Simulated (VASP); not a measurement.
The system is CaZr2N2.

```
CELL_PARAMETERS angstrom
-2.45336 2.45336 3.19512
2.45336 -2.45336 3.19512
2.45336 2.45336 -3.19512
ATOMIC_POSITIONS crystal
Ca 0.50000 0.50000 0.00000
Zr 0.75000 0.25000 0.50000
Zr 0.25000 0.75000 0.50000
N 0.50000 0.00000 0.50000
N 0.00000 0.50000 0.50000
```

The cell was built by a generator and needn't be a form met in nature.

| Property | Result |
| --- | --- |
| Program | VASP 6.6.1 |
| Task | relaxation of cell and atoms |
| Functional | PBE |
| Potentials or basis | VASP PAW PBE potentials, release 64 (Ca_sv, Zr_sv, N) |
| Cutoff | 520 eV |
| k mesh | 4 × 4 × 4 |
| Occupations | gaussian, width 0.15 eV |
| Spin | no spin polarisation |

At the start: pressure 100.5 GPa; volume 15.39 Å³/atom.

Problem. How do energy, volume and symmetry change on relaxing?

Solution. Over 11 steps the energy falls by 3089.2 meV/atom and the volume is 20.94 Å³/atom (+36.1 %); space group I4/mmm (No. 139, to 0.05 Å).

The path:
```csv
step,energy change (eV),largest force (eV/Å),pressure (GPa),volume (Å³)
1,0.0000,0.0000,100.53,76.93
2,72.5860,0.0000,-22.34,199.63
3,-6.8661,0.0000,-24.49,144.14
4,-11.8954,0.0000,-20.07,125.41
5,-15.2602,0.0000,6.90,100.49
6,-15.3872,0.0000,-3.33,106.02
7,-15.4439,0.0000,-0.11,104.03
8,-15.4436,0.0000,0.80,103.47
9,-15.4449,0.0000,0.59,104.01
10,-15.4451,0.0000,0.57,104.38
11,-15.4459,0.0000,0.00,104.68
```

Final structure:
```
Ca Zr N
1.0
    -2.50927    2.50927    4.15644
     2.50927   -2.50927    4.15644
     2.50927    2.50927   -4.15644
Ca Zr N
1 2 2
Direct
  0.50000 0.50000 0.00000
  0.75000 0.25000 0.50000
  0.25000 0.75000 0.50000
  0.50000 0.00000 0.50000
  0.00000 0.50000 0.50000
```

Caveat: the k mesh is coarse (spacing up to 0.45 Å⁻¹), so the values aren't converged; the volume moved by over 15 % at a fixed basis, so the end points are rough.
